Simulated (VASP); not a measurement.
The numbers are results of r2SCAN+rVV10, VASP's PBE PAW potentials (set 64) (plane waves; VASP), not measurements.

VASP input:

**INCAR**
```
# general
SYSTEM    =  SrTiO3
PREC      =  Accurate
ENCUT     =  520   # plane-wave cut-off (eV)
LREAL     =  .FALSE.   # projection in real space or not
LASPH     =  .TRUE.

# electronic loop
EDIFF     =  1E-7
NELM      =  100   # most electronic steps
ALGO      =  Normal
LMAXMIX   =  4
LMIXTAU   =  .TRUE.

# smearing
ISMEAR    =  0   # Gaussian
SIGMA     =  0.05   # width (eV)

# functional
METAGGA   =  R2SCAN
LUSE_VDW  =  .TRUE.
BPARAM    =  11.95
CPARAM    =  0.0093

# ions
ISIF      =  2

# output
LWAVE     =  .FALSE.
LCHARG    =  .FALSE.
```

KPOINTS:
```
kpoints
0
G
6 6 6
0 0 0
```

File POSCAR:
```
SrTiO3
1
    3.9038911361     0.0000000000     0.0000000000
    0.0000000000     3.9038911361     0.0000000000
    0.0000000000     0.0000000000     3.9038911361
Sr Ti O
1 1 3
Direct
  0.0000000000   0.0000000000   0.0000000000
  0.5000000000   0.5000000000   0.5000000000
  0.5000000000   0.0000000000   0.5000000000
  0.0000000000   0.5000000000   0.5000000000
  0.5000000000   0.5000000000   0.0000000000
```

POTCAR, in this order: Sr_sv Ti_sv O (PBE.64 set). Program: vasp_std.

The run wrote:

### OUTCAR
```
 ion  position               nearest neighbor table
   1  0.000  0.000  0.000-   3 2.76   4 2.76   5 2.76   3 2.76   4 2.76   4 2.76   5 2.76   4 2.76
                             3 2.76   5 2.76   3 2.76   5 2.76   2 3.38   2 3.38   2 3.38   2 3.38
   2  0.500  0.500  0.500-   3 1.95   4 1.95   5 1.95   5 1.95   3 1.95   4 1.95   1 3.38   1 3.38
                             1 3.38   1 3.38   1 3.38   1 3.38   1 3.38   1 3.38
   3  0.500  0.000  0.500-   2 1.95   2 1.95   1 2.76   1 2.76   1 2.76   1 2.76
   4  0.000  0.500  0.500-   2 1.95   2 1.95   1 2.76   1 2.76   1 2.76   1 2.76
   5  0.500  0.500  0.000-   2 1.95   2 1.95   1 2.76   1 2.76   1 2.76   1 2.76
  LATTYP: Found a simple cubic cell.
 ALAT       =     3.9038911361
 Subroutine PRICEL returns:
 Original cell was already a primitive cell.
 Subroutine GETGRP returns: Found 48 space group operations
The static configuration has the point symmetry O_h .
The dynamic configuration has the point symmetry O_h .
 Subroutine INISYM returns: Found 48 space group operations
 Subroutine IBZKPT returns following result:
 Found     20 irreducible k-points:

 Following reciprocal coordinates:
            Coordinates               Weight
  0.000000  0.000000  0.000000      1.000000
  0.166667  0.000000  0.000000      6.000000
  0.333333  0.000000  0.000000      6.000000
  0.500000  0.000000  0.000000      3.000000
  0.166667  0.166667  0.000000     12.000000
  0.333333  0.166667  0.000000     24.000000
  0.500000  0.166667  0.000000     12.000000
  0.333333  0.333333  0.000000     12.000000
  0.500000  0.333333  0.000000     12.000000
  0.500000  0.500000  0.000000      3.000000
  0.166667  0.166667  0.166667      8.000000
  0.333333  0.166667  0.166667     24.000000
  0.500000  0.166667  0.166667     12.000000
  0.333333  0.333333  0.166667     24.000000
  0.500000  0.333333  0.166667     24.000000
  0.500000  0.500000  0.166667      6.000000
  0.333333  0.333333  0.333333      8.000000
  0.500000  0.333333  0.333333     12.000000
  0.500000  0.500000  0.333333      6.000000
  0.500000  0.500000  0.500000      1.000000
   k-points           NKPTS =     20   k-points in BZ     NKDIM =     20   number of bands    NBANDS=     24
   number of dos      NEDOS =    301   number of ions     NIONS =      5
   total plane-waves  NPLWV =  27000
   dimension x,y,z NGX =    30 NGY =   30 NGZ =   30
   dimension x,y,z NGXF=    60 NGYF=   60 NGZF=   60
   ions per type =               1   1   3
   PREC   = accura    normal or accurate (medium, high low for compatibility)
   ISTART =      0    job   : 0-new  1-cont  2-samecut
   ICHARG =      2    charge: 1-file 2-atom 10-const
   ISPIN  =      1    spin polarized calculation?
   LNONCOLLINEAR =      F non collinear calculations
   LSORBIT =      F    spin-orbit coupling
   INIWAV =      1    electr: 0-lowe 1-rand  2-diag
   ENCUT  =  520.0 eV  38.22 Ry    6.18 a.u.   7.26  7.26  7.26*2*pi/ulx,y,z
   NELM   =    100;   NELMIN=  2; NELMDL= -5     # of ELM steps
   EDIFF  = 0.1E-06   stopping-criterion for ELM
   LREAL  =      F    real-space projection
   NLSPLINE    = F    spline interpolate recip. space projectors
   LMAXMIX     =    4 max onsite mixed and CHGCAR
   VOSKOWN=      0    Vosko Wilk Nusair interpolation
   EDIFFG = 0.1E-05   stopping-criterion for IOM
   NSW    =      0    number of steps for IOM
   NBLOCK =      1;   KBLOCK =      1    inner block; outer block
   IBRION =     -1    ionic relax: 0-MD 1-quasi-New 2-CG
   NFREE  =      0    steps in history (QN), initial steepest desc. (CG)
   ISIF   =      2    stress and relaxation
   ISYM   =      2    0-nonsym 1-usesym 2-fastsym
   TEIN   =    0.0    initial temperature
   TEBEG  =    0.0;   TEEND  =   0.0 temperature during run
   SMASS  =  -3.00    Nose mass-parameter (am)
   PSTRESS=    0.0 pullay stress
   NELECT =      40.0000    total number of electrons
   EFERMI =   0.00;   METHOD = LEGACY
   ISMEAR =     0;   SIGMA  =   0.05  broadening in eV -4-tet -1-fermi 0-gaus
...
```

File OSZICAR:
```
       N       E                     dE             d eps       ncg     rms          rms(c)
DAV:   1     0.445877607602E+03    0.44588E+03   -0.22332E+04   960   0.189E+03
DAV:   2    -0.406374741616E+02   -0.48652E+03   -0.47804E+03  1216   0.524E+02
DAV:   3    -0.831146552138E+02   -0.42477E+02   -0.42365E+02  1416   0.152E+02
DAV:   4    -0.851498841085E+02   -0.20352E+01   -0.20342E+01  1392   0.284E+01
DAV:   5    -0.852163675181E+02   -0.66483E-01   -0.66471E-01  1336   0.422E+00    0.275E+01
DAV:   6    -0.626379182589E+02    0.22578E+02   -0.45300E+01  1424   0.781E+01    0.140E+01
DAV:   7    -0.616083531063E+02    0.10296E+01   -0.42177E+00  1136   0.141E+01    0.706E+00
DAV:   8    -0.655303913688E+02   -0.39220E+01   -0.13272E+00  1160   0.112E+01    0.230E+00
DAV:   9    -0.613053989453E+02    0.42250E+01   -0.11823E+00  1064   0.928E+00    0.131E+00
DAV:  10    -0.621259745426E+02   -0.82058E+00   -0.25714E-01  1152   0.441E+00    0.906E-01
DAV:  11    -0.621260995343E+02   -0.12499E-03   -0.71785E-03  1496   0.654E-01    0.659E-01
DAV:  12    -0.623684657925E+02   -0.24237E+00   -0.85773E-02   976   0.308E+00    0.265E-01
DAV:  13    -0.623687495903E+02   -0.28380E-03   -0.66800E-03  1088   0.866E-01    0.119E-01
DAV:  14    -0.623719135037E+02   -0.31639E-02   -0.25409E-03  1216   0.531E-01    0.105E-01
DAV:  15    -0.623717429948E+02    0.17051E-03   -0.63759E-04  1288   0.299E-01    0.563E-02
DAV:  16    -0.623726564496E+02   -0.91345E-03   -0.28210E-04   968   0.165E-01    0.192E-02
DAV:  17    -0.623726868491E+02   -0.30400E-04   -0.95211E-05  1056   0.113E-01    0.885E-03
DAV:  18    -0.623727158412E+02   -0.28992E-04   -0.27806E-05  1144   0.580E-02    0.410E-03
DAV:  19    -0.623727168225E+02   -0.98131E-06   -0.30318E-06  1400   0.151E-02    0.221E-03
DAV:  20    -0.623727165479E+02    0.27464E-06   -0.40435E-07   976   0.660E-03    0.109E-03
DAV:  21    -0.623727168388E+02   -0.29093E-06   -0.12901E-07   688   0.390E-03    0.825E-04
DAV:  22    -0.623727172628E+02   -0.42401E-06   -0.21001E-07   544   0.498E-03    0.487E-04
DAV:  23    -0.623727172667E+02   -0.38617E-08   -0.24760E-08   488   0.167E-03
   1 F= -.62372717E+02 E0= -.62372717E+02  d E =-.715000E-11
```

File OUTCAR:
```
------------------------ aborting loop because EDIFF is reached ----------------------------------------
  FORCE on cell =-STRESS in cart. coord.  units (eV):
  Direction    XX          YY          ZZ          XY          YZ          ZX
  --------------------------------------------------------------------------------------
  Total        0.0050246      0.0050246      0.0050246      0.0000000      0.0000000      0.0000000
  in kB        0.1353067      0.1353067      0.1353067      0.0000000      0.0000000      0.0000000
  external PRESSURE =       0.1353067 kB  Pullay stress =       0.0000000 kB
  volume of cell :       59.50
      direct lattice vectors                 reciprocal lattice vectors
     3.903891136  0.000000000  0.000000000     0.256154684  0.000000000  0.000000000
     0.000000000  3.903891136  0.000000000     0.000000000  0.256154684  0.000000000
     0.000000000  0.000000000  3.903891136     0.000000000  0.000000000  0.256154684
 POSITION                                       TOTAL-FORCE (eV/Angst)
 -----------------------------------------------------------------------------------
      0.00000      0.00000      0.00000         0.000000      0.000000      0.000000
      1.95195      1.95195      1.95195         0.000000      0.000000      0.000000
      1.95195      0.00000      1.95195         0.000000      0.000000      0.000000
      0.00000      1.95195      1.95195         0.000000      0.000000      0.000000
      1.95195      1.95195      0.00000         0.000000      0.000000      0.000000
 -----------------------------------------------------------------------------------
    total drift:                                0.000000      0.000000     -0.000000
  FREE ENERGIE OF THE ION-ELECTRON SYSTEM (eV)
  ---------------------------------------------------
  free  energy   TOTEN  =       -62.3727172667 eV

  energy  without entropy=      -62.3727172667  energy(sigma->0) =      -62.37271727
```
(Selected blocks of OUTCAR.)

The compound is SrTiO3 in the cubic perovskite structure, the ideal cubic form; the compound distorts at low or room temperature. It was relaxed first.
